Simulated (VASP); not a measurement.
Calculation: PBEsol GGA, VASP's PBE PAW potentials (set 64) (plane waves; VASP 6.6.1).

A VASP calculation is set up with these files.

INCAR:
```
! general
SYSTEM =Te
PREC   =Accurate
ENCUT  =400
LREAL  =.FALSE.
LASPH  =.TRUE.

! electronic loop
EDIFF  =1E-6
NELM   =100
ALGO   =Normal
LMAXMIX=4

! smearing
ISMEAR =0
SIGMA  =0.05

! functional
GGA    =PS

! ions
IBRION =2
NSW    =60
ISIF   =3
EDIFFG =-0.02

! output
LWAVE  =.FALSE.
LCHARG =.FALSE.
```

File POSCAR:
```
Te
1
    2.1870707282    -3.7881173374    -0.0000000000
    2.1870707282     3.7881173374     0.0000000000
   -0.0000000000    -0.0000000000     5.8827203802
Te
3
Direct
  1.0000000000   0.2816655896   0.6666670000
  0.7183344104   0.7183344104   0.0000000000
  0.2816655896   1.0000000000   0.3333330000
```

KPOINTS:
```
Automatic
0
gamma
5 5 4
```

POTCAR, in this order: Te (PBE.64 set). Program: vasp_std.

The run wrote:

File OSZICAR:
```
       N       E                     dE             d eps       ncg     rms          rms(c)
DAV:   1     0.670243292976E+02    0.67024E+02   -0.57403E+03   442   0.901E+02
DAV:   2    -0.618049704277E+01   -0.73205E+02   -0.70628E+02   619   0.141E+02
DAV:   3    -0.105101462877E+02   -0.43296E+01   -0.43084E+01   522   0.405E+01
DAV:   4    -0.105888769585E+02   -0.78731E-01   -0.78685E-01   603   0.660E+00
DAV:   5    -0.105896693297E+02   -0.79237E-03   -0.79237E-03   517   0.585E-01    0.134E+01
DAV:   6    -0.105703613988E+02    0.19308E-01   -0.13807E-02   462   0.783E-01    0.838E+00
DAV:   7    -0.105637443337E+02    0.66171E-02   -0.28894E-02   462   0.113E+00    0.253E-01
DAV:   8    -0.105633041358E+02    0.44020E-03   -0.48176E-03   442   0.447E-01    0.119E-01
DAV:   9    -0.105633211484E+02   -0.17013E-04   -0.12731E-04   555   0.890E-02    0.732E-02
DAV:  10    -0.105633218132E+02   -0.66483E-06   -0.13939E-05   467   0.270E-02    0.108E-02
DAV:  11    -0.105633202716E+02    0.15416E-05   -0.43414E-06   467   0.135E-02    0.419E-03
DAV:  12    -0.105633203131E+02   -0.41514E-07   -0.44645E-07   221   0.471E-03
   1 F= -.10563320E+02 E0= -.10563320E+02  d E =-.105633E+02
       N       E                     dE             d eps       ncg     rms          rms(c)
DAV:   1    -0.105657419046E+02   -0.24216E-02   -0.59802E-02   447   0.127E+00    0.148E-01
DAV:   2    -0.105652761734E+02    0.46573E-03   -0.12878E-03   477   0.238E-01    0.919E-02
DAV:   3    -0.105650674849E+02    0.20869E-03   -0.41852E-04   487   0.114E-01    0.491E-02
DAV:   4    -0.105650644253E+02    0.30596E-05   -0.28430E-05   497   0.328E-02    0.542E-02
DAV:   5    -0.105650638017E+02    0.62362E-06   -0.18431E-06   271   0.108E-02
   2 F= -.10565064E+02 E0= -.10565064E+02  d E =-.174349E-02
       N       E                     dE             d eps       ncg     rms          rms(c)
DAV:   1    -0.105721942495E+02   -0.71298E-02   -0.45456E-01   442   0.351E+00    0.416E-01
DAV:   2    -0.105685563859E+02    0.36379E-02   -0.99436E-03   477   0.659E-01    0.251E-01
DAV:   3    -0.105669173387E+02    0.16390E-02   -0.33457E-03   477   0.321E-01    0.142E-01
DAV:   4    -0.105668995024E+02    0.17836E-04   -0.20464E-04   502   0.894E-02    0.152E-01
DAV:   5    -0.105668953806E+02    0.41218E-05   -0.15711E-05   482   0.295E-02    0.351E-02
DAV:   6    -0.105668950830E+02    0.29758E-06   -0.61032E-06   452   0.149E-02
   3 F= -.10566895E+02 E0= -.10566895E+02  d E =-.357477E-02
       N       E                     dE             d eps       ncg     rms          rms(c)
DAV:   1    -0.105669598919E+02   -0.64511E-04   -0.39680E-03   442   0.327E-01    0.387E-02
DAV:   2    -0.105669275107E+02    0.32381E-04   -0.87700E-05   477   0.622E-02    0.243E-02
DAV:   3    -0.105669122580E+02    0.15253E-04   -0.29196E-05   477   0.299E-02    0.130E-02
DAV:   4    -0.105669118621E+02    0.39588E-06   -0.17319E-06   296   0.849E-03
   4 F= -.10566912E+02 E0= -.10566912E+02  d E =-.359155E-02
       N       E                     dE             d eps       ncg     rms          rms(c)
DAV:   1    -0.105676062776E+02   -0.69402E-03   -0.41621E-02   457   0.109E+00    0.360E-01
DAV:   2    -0.105670698536E+02    0.53642E-03   -0.14937E-03   482   0.244E-01    0.127E-01
DAV:   3    -0.105668573478E+02    0.21251E-03   -0.15666E-04   482   0.719E-02    0.504E-02
DAV:   4    -0.105667412851E+02    0.11606E-03   -0.20115E-04   447   0.698E-02    0.640E-02
DAV:   5    -0.105667396197E+02    0.16654E-05   -0.96316E-06   537   0.193E-02    0.304E-02
DAV:   6    -0.105667399324E+02   -0.31268E-06   -0.20528E-07   221   0.358E-03
   5 F= -.10566740E+02 E0= -.10566740E+02  d E =0.171930E-03
       N       E                     dE             d eps       ncg     rms          rms(c)
DAV:   1    -0.105673534544E+02   -0.61383E-03   -0.15304E-02   457   0.660E-01    0.211E-01
DAV:   2    -0.105671589719E+02    0.19448E-03   -0.54825E-04   482   0.148E-01    0.797E-02
DAV:   3    -0.105670848684E+02    0.74103E-04   -0.56166E-05   482   0.432E-02    0.322E-02
DAV:   4    -0.105670455728E+02    0.39296E-04   -0.74174E-05   447   0.424E-02    0.375E-02
DAV:   5    -0.105670451469E+02    0.42596E-06   -0.35896E-06   442   0.118E-02
   6 F= -.10567045E+02 E0= -.10567045E+02  d E =-.133285E-03
```

### OUTCAR
```
------------------------ aborting loop because EDIFF is reached ----------------------------------------
  FORCE on cell =-STRESS in cart. coord.  units (eV):
  Direction    XX          YY          ZZ          XY          YZ          ZX
  --------------------------------------------------------------------------------------
  Total       -0.0069894     -0.0069894     -0.0065839      0.0000000     -0.0000000      0.0000000
  in kB       -0.1156640     -0.1156640     -0.1089538      0.0000000     -0.0000000      0.0000000
  external PRESSURE =      -0.1134273 kB  Pullay stress =       0.0000000 kB
  volume of cell :       96.82
      direct lattice vectors                 reciprocal lattice vectors
     2.164313287 -3.748700302  0.000000000     0.231020159 -0.133379561 -0.000000000
     2.164313287  3.748700302 -0.000000000     0.231020159  0.133379561  0.000000000
    -0.000000000 -0.000000000  5.966542354    -0.000000000  0.000000000  0.167601257
 POSITION                                       TOTAL-FORCE (eV/Angst)
 -----------------------------------------------------------------------------------
      2.77228     -2.69566      3.97770         0.004728      0.008189     -0.000000
      3.11269     -0.00000      0.00000        -0.009455      0.000000     -0.000000
      2.77228      2.69566      1.98885         0.004728     -0.008189      0.000000
 -----------------------------------------------------------------------------------
    total drift:                               -0.000190     -0.000395      0.000015
  FREE ENERGIE OF THE ION-ELECTRON SYSTEM (eV)
  ---------------------------------------------------
  free  energy   TOTEN  =       -10.5670451469 eV

  energy  without entropy=      -10.5670451469  energy(sigma->0) =      -10.56704515

 reached required accuracy - stopping structural energy minimisation
```
(Selected blocks of OUTCAR.)

### CONTCAR
```
Te
   1.00000000000000
     2.1643132868826429   -3.7487003016491709    0.0000000000000000
     2.1643132868826429    3.7487003016491709   -0.0000000000000000
    -0.0000000000000000   -0.0000000000000000    5.9665423536918016
  Te
     3
Direct
     0.9999999999998790    0.2809070118851091    0.6666669999999968
     0.7190929881150119    0.7190929881150119    0.0000000000000000
     0.2809070118851091    0.9999999999998790    0.3333330000000032
```

The compound is Te in the trig structure. This run relaxes it. Symmetry was kept, so distortions that lower it aren't found. The start is the result of an earlier pass.
